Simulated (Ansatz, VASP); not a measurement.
## Mo (Mo(110)): VASP beside Ansatz

Wanted: the spread between two codes on one cell, functional and k mesh. Of the first pair: The cell is taken from a series of runs on this material, whose earlier steps may have relaxed, scaled, displaced or heated it; both programs get it as it stands.

Calculated with Ansatz 0.2.0; plane waves, with VASP 6.6.1 beside it; single point at PBE.

## 1. The structure

The cell holds 7 atoms: 7 Mo. Cell: a = 2.728 Å, b = 2.728 Å, c = 27.364 Å, α = 90.0°, β = 90.0°, γ = 70.5°. Vacuum lies along c.

## 2. Ansatz: single point, PBE, pair 1

Ansatz runs on its default PAW (the set named soft_2) files.

A single point gives forces, pressure and levels at one fixed geometry, so differences don't come from the geometry; what else differs is listed under the comparison.

input.yaml reads:

```yaml
crystal:
  lattice:
    - [2.2273863607, -1.575, 0.0]
    - [2.2273863607, 1.575, 0.0]
    - [0.0, 0.0, 27.3643181644]
  atoms:
    - { symbol: Mo, position: [0.0, 0.0, 0.2558075797] }
    - { symbol: Mo, position: [0.5, 0.5, 0.3372050531] }
    - { symbol: Mo, position: [0.0, 0.0, 0.4186025266] }
    - { symbol: Mo, position: [0.5, 0.5, 0.5005535381] }
    - { symbol: Mo, position: [0.0, 0.0, 0.5826030845] }
    - { symbol: Mo, position: [0.5, 0.5, 0.6648737246] }
    - { symbol: Mo, position: [0.0, 0.0, 0.7430371877] }
kpoints:
  mp_grid: { grid: [12, 12, 1] }
hamiltonian:
  xc: pbe
scf:
  occupations: { method: fermi_dirac, width: 0.1 }
efield:
  axis: 3
  dipole_correction: true
  ramp_width: 0.05
output:
  forces: true
  write_potential: true
  write_density: true
  volumetric_format: npy
```

Command:

```sh
> ansatz run input.yaml --threads 4 --pin off --max-ram 8192MiB --backend cpu --events-out ev --progress --plain --runs-dir out
```

Numbers of over 12 decimals in the logs are rounded to 6 here.

The log of the run:

```text
Engine: ansatz 0.2.0, aarch64-unknown-linux-gnu
Pseudopotentials: kind: paw
Pseudopotential: Mo, paw, valence charge 14, recommended cutoff 420 eV (normal), Mo.paw.azcp
Functional definition: PBE
  parameter kappa = 0.804
  parameter beta = 0.066725
  exchange = pbe_x(kappa = kappa, mu = beta*pi^2/3)
  correlation = pbe_c(beta = beta)
Crystal: 7 atoms, lattice volume = 191.995 Å³
Basis set: ecut = 420 eV, 3809 PW (Γ), exchange–correlation on 40×40×384 points (8 copies of the dense FFT grid, shifted against one another)
Bands: 59, of which v1, the nominal top of the filled ones, is band 49 counted from 1 (48 counted from 0)
Symmetry: 4 space group operations
Space group: Cmm2 (ITA 35), of the structure as read, at distance tolerance 5.8e-5 Å
k-points: 43 of 144
Non-local potential: Mo, projectors of the file, l = 0: 3, l = 1: 2, l = 2: 2, l = 3: 1
PAW form: soft (Blöchl's): semilocal exchange-correlation on the pseudo side does not see the compensation charge
PAW one-centre angular grid: Mo, 590 points (default); XC on 64 Gauss nodes
Initial density: superposition of atomic densities (neutral atoms: chi_scale 0, normalization atom), corrected by the library's trained network
Initial wavefunctions: pseudopotential atomic-orbital guess
Functional: x = pbe(κ = 0.804, μ = 0.219515), c = pbe(β = 0.066725)
SCF iter   1: F=—  HF=-34689.780421 eV  |F-HF|=—  |Δ(HF+E_count)|=         —  Δρ=4.19e-3  dr2=2.85e-1  ethr=1.77e-3  p=0.005 e·Å  D=4.88e-3 V/Å  ΔV_dip=-0.13 eV  dr2_dipole=2.29e-3  V_vac-E_F(+/−)=4.74/4.87 eV  ⟨swp⟩=8.3  Hψ=25195  notcnv=0  defer=32
efield: sawtooth ramp at fractional position 0.9744 (placed from the atoms, in the widest stretch of the axis that holds none; the zero of the levels goes with the place), width 0.0500; the density the first Hamiltonian is built on has a dipole p = 0.005 e·Å; the dipole correction subtracts the counter field D = 4.88e-3 V/Å, which shifts the + side's vacuum level by -0.13 eV against the − side's; the planar-averaged density in the ramp window peaks in size at 6.9e-5 e/Å³
automatic band count: the SCF goes on with 69 bands, as 59 were too few: the levels above may hold too much charge
preconditioner: auto → LDOS  [metal: Δε(μ)=0.010 eV  Ē_g=5.275 eV  σ=0.100 eV  W_gap=0.03  n_scr=20 (ndim 8)  ℏωp=17.4 eV  f_vac=0.380  D(μ)=4.70/eV (n_scr^D=18)  β→1.0]
SCF iter   2: F=—  HF=-34689.776662 eV  |F-HF|=—  |Δ(HF+E_count)|=   3.76e-3  Δρ=2.23e-3  dr2=4.78e-2  ethr=2.91e-4  p=0.004 e·Å  D=4.15e-3 V/Å  ΔV_dip=-0.11 eV  dr2_dipole=1.85e-4  V_vac-E_F(+/−)=4.54/4.65 eV  ⟨swp⟩=1.8  Hψ=3893  notcnv=0  defer=47
SCF iter   3: F=—  HF=-34689.772939 eV  |F-HF|=—  |Δ(HF+E_count)|=   3.72e-3  Δρ=4.77e-4  dr2=1.92e-3  ethr=4.88e-5  p=0.004 e·Å  D=3.96e-3 V/Å  ΔV_dip=-0.11 eV  dr2_dipole=5.44e-6  V_vac-E_F(+/−)=4.57/4.68 eV  ⟨swp⟩=2.0  Hψ=3633  notcnv=0  defer=47
SCF iter   4: F=—  HF=-34689.772768 eV  |F-HF|=—  |Δ(HF+E_count)|=   1.71e-4  Δρ=1.34e-4  dr2=8.06e-5  ethr=1.96e-6  p=0.004 e·Å  D=3.86e-3 V/Å  ΔV_dip=-0.11 eV  dr2_dipole=1.54e-7  V_vac-E_F(+/−)=4.56/4.66 eV  ⟨swp⟩=2.4  Hψ=3991  notcnv=0  defer=47
SCF iter   5: F=—  HF=-34689.773115 eV  |F-HF|=—  |Δ(HF+E_count)|=   3.47e-4  Δρ=5.53e-5  dr2=1.86e-5  ethr=8.23e-8  p=0.004 e·Å  D=3.80e-3 V/Å  ΔV_dip=-0.10 eV  dr2_dipole=4.73e-9  V_vac-E_F(+/−)=4.55/4.66 eV  ⟨swp⟩=3.0  Hψ=4708  notcnv=0  defer=47
SCF iter   6: F=—  HF=-34689.773117 eV  |F-HF|=—  |Δ(HF+E_count)|=   2.20e-6  Δρ=2.27e-5  dr2=2.90e-6  ethr=1.90e-8  p=0.004 e·Å  D=3.76e-3 V/Å  ΔV_dip=-0.10 eV  dr2_dipole=8.29e-9  V_vac-E_F(+/−)=4.55/4.65 eV  ⟨swp⟩=2.0  Hψ=3823  notcnv=0  defer=47
SCF iter   7: F=—  HF=-34689.773118 eV  |F-HF|=—  |Δ(HF+E_count)|=   4.52e-7  Δρ=5.87e-6  dr2=2.44e-7  ethr=2.95e-9  p=0.004 e·Å  D=3.74e-3 V/Å  ΔV_dip=-0.10 eV  dr2_dipole=9.44e-9  V_vac-E_F(+/−)=4.55/4.65 eV  ⟨swp⟩=2.0  Hψ=3851  notcnv=0  defer=47
SCF iter   8: F=-34689.773118 eV  HF=-34689.773118 eV  |F-HF|=3.78e-9  |Δ(HF+E_count)|=   3.39e-8  Δρ=1.80e-6  dr2=1.30e-8  ethr=1.02e-10  p=0.004 e·Å  D=3.73e-3 V/Å  ΔV_dip=-0.10 eV  dr2_dipole=1.57e-10  V_vac-E_F(+/−)=4.54/4.65 eV  ⟨swp⟩=17.8  Hψ=23116  notcnv=0
SCF 1 converged in 8 iterations: F = -34689.773118 eV  dr2 = 1.30e-8
  greatest PAW one-centre occupation: 0.998 electrons in one spin orbital (limit 2), on the Mo atom at site 6 (counted from 0), in its partial waves of l = 0
WARN: The output density's exchange-correlation potential varies sharply where the density is thin. Do not read a vacuum level from v_tot or v_xc, or from such a field of the output density. On a cell that repeats whose density bears no net charge and no dipole along the vacuum's axis use v_es (v_loc + v_h of the components); under efield.dipole_correction with no amplitude use v_es + v_field, which holds any externa [...]
SCF converged after 8 iterations
Free energy (F): -34689.773118 eV
Harris-Foulkes:  -34689.773118 eV  (|F-HF|=3.78e-9)
Internal energy: -34689.610431 eV  (E = F + TS)
E sigma→0 (E₀):  -34689.691774 eV
Entropy (-TS):   -0.162686 eV (-23.241 meV/atom)
Fermi energy:    10.124200 eV
Dipole field:    D = 0.003751 V/Å  (p = 0.003980 e·Å, saw-weighted, corrected)
Work function:   Φ+ = 4.5436 eV   Φ− = 4.6463 eV
Levels:          The Fermi level and band energies are counted from a zero that moves with the ramp; work functions are not
--- Per-component energies (eV) ---
  E_band       = -1451.081160
  E_kinetic    = 3081.360344
  E_local      = -111584.468545  (includes V_loc(G=0)·N_el)
  E_nonlocal   = 1000.665042
  E_hartree    = 54328.985541
  E_xc         = -1281.298530
  E_vxc        = -1598.784051  (∫ρ·V_xc dr)
  E_paw        = -22408.923244  (= ΣΔE_a)
  E_vpaw       = -1007.787487  (= ΣTr[D̂ρ^β])
  E_aug_tail   = 0.000293  (compensation charges beyond the density's cutoff)
  E_efield     = 0.000007  (sawtooth field / dipole correction)
  E_vefield    = -0.009650  (∫n·V_field dr)
  E_ewald      = 42174.068660
  E_smearing   = -0.162686  (= −TS)
  E_closure    = 0.000000  (closes the sum)
  Σ components = -34689.773118   (vs F -34689.773118, Δ=0.00e0)
--- Forces (eV/Å), atoms counted from 1 ---
  atom   1  Mo     0.00000000     0.00000000     0.54713098
  atom   2  Mo     0.00000000     0.00000000    -0.65435827
  atom   3  Mo     0.00000000     0.00000000     0.10754757
  atom   4  Mo     0.00000000     0.00000000     0.00204155
  atom   5  Mo     0.00000000     0.00000000    -0.00780902
  atom   6  Mo     0.00000000     0.00000000    -0.00468524
  atom   7  Mo     0.00000000     0.00000000     0.01012914
  max |Σ_I F_I| component: 3.29e-6 eV/Å
--- Band table (eV; the first three rows and the last of 43) ---
  k-point 0: bands = [... 45 lower, 8.8337, 8.9710, 9.0386, 9.4063, 9.9457, 10.2538, 10.8702, 11.2516, ... 16 higher]
  k-point 1: bands = [... 45 lower, 8.7162, 8.9643, 9.1498, 9.5677, 9.6630, 10.3694, 10.5077, 10.7574, ... 16 higher]
  k-point 2: bands = [... 45 lower, 8.5749, 8.8310, 9.3169, 9.4916, 9.7090, 9.8952, 10.2998, 10.9979, ... 16 higher]
  k-point 42: bands = [... 45 lower, 10.5437, 10.5697, 11.0248, 11.1489, 11.2515, 11.3997, 11.6536, 12.4426, ... 16 higher]
```

## 3. VASP: single point, PBE, pair 1

The same cell, functional, mesh and smearing now go to VASP, with its own data sets.

Lines of VASP's logs that name or quote its potential files are left out, and so is its time.

INCAR reads:

```
SYSTEM = Mo
PREC = Accurate
ENCUT = 400
EDIFF = 1E-06
NELM = 120
ISMEAR = -1
SIGMA = 0.1
LREAL = .FALSE.
ALGO = Normal
GGA = PE
NBANDS = 60
LASPH = .TRUE.
LORBIT = 11
LWAVE = .FALSE.
LCHARG = .FALSE.
ISIF = 2
LDIPOL = .TRUE.
IDIPOL = 3
DIPOL = 0.5 0.5 0.501
LVHAR = .TRUE.
GGA_COMPAT = .FALSE.
NELMDL = -8
KPAR = 2
```

POSCAR reads:

```
Mo
1.0
    2.2273863607     -1.5750000000      0.0000000000
    2.2273863607      1.5750000000      0.0000000000
    0.0000000000      0.0000000000     27.3643181644
Mo
7
Direct
    0.0000000000      0.0000000000      0.2558075797
    0.5000000000      0.5000000000      0.3372050531
    0.0000000000      0.0000000000      0.4186025266
    0.5000000000      0.5000000000      0.5005535381
    0.0000000000      0.0000000000      0.5826030845
    0.5000000000      0.5000000000      0.6648737246
    0.0000000000      0.0000000000      0.7430371877
```

KPOINTS reads:

```
Automatic mesh
0
Gamma
12 12 1
0 0 0
```

PAW data sets: Mo_sv (PBE family, release 64).

Command:

```sh
> mpirun -np 2 vasp_std
```

The log of the run:

```text
[banner, memory and clock lines left out]
running    2 mpi-ranks, on    1 nodes
 distrk:  each k-point on    1 cores,    2 groups
 distr:  one band on    1 cores,    1 groups

 POSCAR found type information on POSCAR Mo
 POSCAR found :  1 types and       7 ions
 LDA part: xc-table for (Slater+PW92), standard interpolation
 POSCAR, INCAR and KPOINTS ok, starting setup
 FFT: planning ... GRIDC
 FFT: planning ... GRID_SOFT
 FFT: planning ... GRID
 WAVECAR not read
 entering main loop
       N       E                     dE             d eps       ncg     rms          rms(c)
DAV:   1     0.103862536492E+04    0.10386E+04   -0.57177E+04  6304   0.132E+03
DAV:   2    -0.398436544126E+02   -0.10785E+04   -0.10476E+04  5784   0.462E+02
DAV:   3    -0.783041279940E+02   -0.38460E+02   -0.37156E+02  6984   0.766E+01
DAV:   4    -0.795064287401E+02   -0.12023E+01   -0.11761E+01  6744   0.107E+01
DAV:   5    -0.795582980601E+02   -0.51869E-01   -0.51082E-01  6992   0.177E+00
DAV:   6    -0.795605188970E+02   -0.22208E-02   -0.21954E-02  6872   0.295E-01
DAV:   7    -0.795606673730E+02   -0.14848E-03   -0.14719E-03  6324   0.565E-02
DAV:   8    -0.795606831752E+02   -0.15802E-04   -0.15665E-04  5776   0.119E-02    0.363E+01
DAV:   9    -0.902247470238E+02   -0.10664E+02   -0.72523E+01  7212   0.377E+01    0.278E+01
DAV:  10    -0.273485012665E+03   -0.18326E+03   -0.22118E+03  7688   0.798E+01    0.550E+01
DAV:  11    -0.175908564812E+03    0.97576E+02   -0.14854E+03  7816   0.744E+01    0.622E+01
DAV:  12    -0.107614841936E+03    0.68294E+02   -0.17079E+02  6056   0.344E+01    0.298E+01
DAV:  13    -0.774525111874E+02    0.30162E+02   -0.11882E+02  7220   0.277E+01    0.137E+01
DAV:  14    -0.745170899906E+02    0.29354E+01   -0.39062E+01  6612   0.155E+01    0.733E+00
[...]
DAV:  31    -0.741820136265E+02   -0.16049E-04   -0.54220E-05  6328   0.304E-02    0.109E-02
DAV:  32    -0.741820632851E+02   -0.49659E-04   -0.77684E-06  4716   0.119E-02    0.706E-03
DAV:  33    -0.741820763532E+02   -0.13068E-04   -0.34991E-06  4120   0.693E-03    0.880E-03
DAV:  34    -0.741821075459E+02   -0.31193E-04   -0.39739E-06  4516   0.943E-03    0.271E-03
DAV:  35    -0.741821137132E+02   -0.61673E-05   -0.77554E-07  3416   0.392E-03    0.215E-03
DAV:  36    -0.741821162797E+02   -0.25664E-05   -0.42173E-07  3160   0.221E-03    0.124E-03
DAV:  37    -0.741821182468E+02   -0.19672E-05   -0.21552E-07  3188   0.171E-03    0.945E-04
DAV:  38    -0.741821186424E+02   -0.39560E-06   -0.82373E-08  3040   0.856E-04
   1 F= -.74182119E+02 E0= -.74100574E+02  d E =-.163090E+00
```

OUTCAR, selected parts (step 3):

```text
ion  position               nearest neighbor table
   1  0.000  0.000  0.256-   2 2.73   2 2.73   2 3.15   2 3.15
   2  0.500  0.500  0.337-   1 2.73   1 2.73   3 2.73   3 2.73   1 3.15   1 3.15   3 3.15   3 3.15

  LATTYP: Found a base centered orthorhombic cell.
 ALAT       =     3.1500000000
 B/A-ratio  =     1.4142135623
 C/A-ratio  =     8.6870851316

 Subroutine GETGRP returns: Found  4 space group operations
 (whereof  4 operations were pure point group operations)

The static configuration has the point symmetry C_2v.

 Found     43 irreducible k-points:

   k-points           NKPTS =     43   k-points in BZ     NKDIM =     43   number of bands    NBANDS=     60

   dimension x,y,z NGX =    18 NGY =   18 NGZ =  180
   dimension x,y,z NGXF=    36 NGYF=   36 NGZF=  360

   ENCUT  =  400.0 eV  29.40 Ry    5.42 a.u.   4.45  4.45 44.62*2*pi/ulx,y,z

   NELECT =      98.0000    total number of electrons

 k-points in reciprocal lattice and weights: Automatic mesh
   0.00000000  0.00000000  0.00000000       0.007
   0.08333333 -0.00000000  0.00000000       0.028
   0.16666667  0.00000000  0.00000000       0.028
   0.25000000 -0.00000000  0.00000000       0.028
   0.33333333 -0.00000000  0.00000000       0.028
   0.41666667 -0.00000000  0.00000000       0.028
   0.50000000 -0.00000000  0.00000000       0.014
   0.08333333  0.08333333  0.00000000       0.014
   0.16666667  0.08333333  0.00000000       0.028
[...]
-0.41666667  0.41666667  0.00000000       0.014
   0.50000000  0.50000000  0.00000000       0.007

 dipolmoment           0.000000      0.000000     -0.003990 electrons x Angstroem

 average (electrostatic) potential at core
       1 -76.3964       2 -76.5684       3 -76.4967       4 -76.5173       5 -76.4986
       6 -76.5432       7 -76.3632

 E-fermi :   5.2737

 k-point     1 :       0.0000    0.0000    0.0000
  band No.  band energies     occupation
    ...
     46       3.9821      2.00000
     47       4.1200      1.99998
     48       4.1871      1.99996
     49       4.5553      1.99848
     50       5.0971      1.70782
     51       5.4027      0.43176
     52       6.0225      0.00112
     53       6.4026      0.00003
     54       6.4546      0.00001
     55       6.5344      0.00001
    ...

 k-point     2 :       0.0833   -0.0000    0.0000
  band No.  band energies     occupation
    ...
     46       3.8648      2.00000
     47       4.1133      1.99998
     48       4.2991      1.99988
     49       4.7180      1.99231
     50       4.8120      1.98042
     51       5.5211      0.15532
     52       5.6574      0.04218
     53       5.9104      0.00343
     54       6.2397      0.00013
     55       6.3157      0.00006
    ...

 k-point     3 :       0.1667    0.0000    0.0000
  band No.  band energies     occupation
    ...
     47       3.9813      2.00000
     48       4.4679      1.99937
     49       4.6433      1.99635
     50       4.8583      1.96907
     51       5.0449      1.81579
     52       5.4487      0.29597
     53       6.1484      0.00032
     54       6.1577      0.00029
     55       6.2675      0.00010
     56       6.3650      0.00004
    ...

  Total       -2.7870784     -2.1429936     -1.3178999      0.0000000      0.0000000      0.0000000
  in kB      -23.2578208    -17.8830141    -10.9977100      0.0000000      0.0000000      0.0000000
  external PRESSURE =     -17.3795150 kB  Pullay stress =       0.0000000 kB

  energy-cutoff  :      400.00
  volume of cell :      192.00
      direct lattice vectors                 reciprocal lattice vectors
     2.227386361 -1.575000000  0.000000000     0.224478343 -0.317460317  0.000000000
     2.227386361  1.575000000  0.000000000     0.224478343  0.317460317  0.000000000
     0.000000000  0.000000000 27.364318164     0.000000000  0.000000000  0.036543940

 POSITION                                       TOTAL-FORCE (eV/Angst)
 -----------------------------------------------------------------------------------
      0.00000      0.00000      7.00000         0.000000      0.000000      0.523422
      2.22739      0.00000      9.22739        -0.000000      0.000000     -0.657949
      0.00000      0.00000     11.45477        -0.000000      0.000000      0.109156
      2.22739      0.00000     13.69731        -0.000000      0.000000      0.002088
      0.00000      0.00000     15.94254         0.000000      0.000000     -0.007933
      2.22739      0.00000     18.19382         0.000000      0.000000     -0.009324
      0.00000      0.00000     20.33271        -0.000000      0.000000      0.040541
 -----------------------------------------------------------------------------------
    total drift:                               -0.000000     -0.000000     -0.000364

  FREE ENERGIE OF THE ION-ELECTRON SYSTEM (eV)
  ---------------------------------------------------
  free  energy   TOTEN  =       -74.1821186424 eV

  energy  without entropy=      -74.0190284578  energy(sigma->0) =      -74.10057355

 vacuum level on the upper side and lower side of the slab         9.815         9.918

 total charge
# of ion       s       p       d       tot
------------------------------------------
    1        2.372   6.130   3.880  12.382
    2        2.380   6.204   3.910  12.493
    3        2.380   6.206   3.909  12.495
    4        2.379   6.207   3.891  12.478
    5        2.378   6.203   3.902  12.483
    6        2.385   6.209   3.936  12.530
    7        2.381   6.136   3.920  12.437
--------------------------------------------------
tot         16.655  43.295  27.347  87.297

[... 3 further parts left out ...]
```

## 4. Side by side

Known differences besides the potentials themselves: the cutoff is 420 eV in Ansatz and 400 eV in VASP. Total energies have different zeros and are not compared.

Compared:

| quantity | Ansatz | VASP | difference |
| --- | --- | --- | --- |
| work function, lower of the two faces (eV) | 4.54 | 4.54 | 0.00 |
| work function, higher of the two faces (eV) | 4.65 | 4.64 | 0.00 |

Forces (eV/Å; atoms numbered as in POSCAR):

| atom | Ansatz x, y, z | VASP x, y, z |
| --- | --- | --- |
| Mo1 | 0.000, 0.000, 0.547 | 0.000, 0.000, 0.523 |
| Mo2 | 0.000, 0.000, -0.654 | 0.000, 0.000, -0.658 |
| Mo3 | 0.000, 0.000, 0.108 | 0.000, 0.000, 0.109 |
| Mo4 | 0.000, 0.000, 0.002 | 0.000, 0.000, 0.002 |
| Mo5 | 0.000, 0.000, -0.008 | 0.000, 0.000, -0.008 |
| Mo6 | 0.000, 0.000, -0.005 | 0.000, 0.000, -0.009 |
| Mo7 | 0.000, 0.000, 0.010 | 0.000, 0.000, 0.041 |

The forces differ by 8.5 meV/Å r.m.s., which is 4.6 % of the r.m.s. force of 0.185 eV/Å (both taken over all components). With vacuum in the cell, a pressure given here is an average over mostly empty space and none of the material.

## 5. Ansatz: relaxation, PBE

The two programs are compared at the cell with which this relaxation starts, whose forces are those of its first step.

The structure compared here is the start of the Ansatz relaxation; VASP solves that cell, so the two are compared at the walk's first step.

input.yaml, the sections that differ from step 2:

```yaml
crystal:
  lattice:
    - [2.2273863607, -1.575, 0.0]
    - [2.2273863607, 1.575, 0.0]
    - [0.0, 0.0, 27.3643181644]
  atoms:
    - { symbol: Mo, position: [0.0, 0.0, 0.2558075797] }
    - { symbol: Mo, position: [0.5, 0.5, 0.3372050531] }
    - { symbol: Mo, position: [0.0, 0.0, 0.4186025266] }
    - { symbol: Mo, position: [0.5, 0.5, 0.5] }
    - { symbol: Mo, position: [0.0, 0.0, 0.5813974734] }
    - { symbol: Mo, position: [0.5, 0.5, 0.6627949469] }
    - { symbol: Mo, position: [0.0, 0.0, 0.7441924203] }
relax:
  f_tol: 0.02
  max_steps: 60
  constraints: [{ sites: [0, 1, 2] }]
output:
  write_potential: true
  write_density: true
  volumetric_format: npy
# kpoints, hamiltonian, scf, efield: as in step 2
```

Command:

```sh
> ansatz run input.yaml --threads 4 --pin off --max-ram 8192MiB --backend cpu --events-out ev --progress --plain --runs-dir out
```

The log of the run:

```text
[...]
Crystal: 7 atoms, lattice volume = 191.995 Å³
Basis set: ecut = 420 eV, 3809 PW (Γ), exchange–correlation on 40×40×384 points (8 copies of the dense FFT grid, shifted against one another)
Bands: 59, of which v1, the nominal top of the filled ones, is band 49 counted from 1 (48 counted from 0)
Symmetry: 4 space group operations
k-points: 43 of 144
[...]
atoms:
    - { symbol: Mo, position: [0.0, 0.0, 0.2558075797] }
    - { symbol: Mo, position: [0.5, 0.5, 0.3372050531] }
    - { symbol: Mo, position: [0.0, 0.0, 0.418603] }
    - { symbol: Mo, position: [0.5, 0.5, 0.500554] }
    - { symbol: Mo, position: [0.0, 0.0, 0.582603] }
    - { symbol: Mo, position: [0.5, 0.5, 0.664874] }
    - { symbol: Mo, position: [0.0, 0.0, 0.743037] }
[key lines of the parts left out:]
SCF converged after 4 iterations
Free energy (F): -34689.773118 eV
Fermi energy:    10.124380 eV
Dipole field:    D = 0.003764 V/Å  (p = 0.003994 e·Å, saw-weighted, corrected)
Work function:   Φ+ = 4.5435 eV   Φ− = 4.6465 eV
```

(Part 1 of 2 ends here.)

[Lines on the potential files, build, host, timing and source positions are cut from VASP's logs without a mark.]

[Logs are printed without paths, hosts, clocks, repeated set-up lines and the standing remarks that a program may print on its own settings, such as how far it seeks lower states.]

[Hosts, paths, dates, database ids (printed as entryN), source tags and the programs' standing remarks are cut or masked in the printed files.]
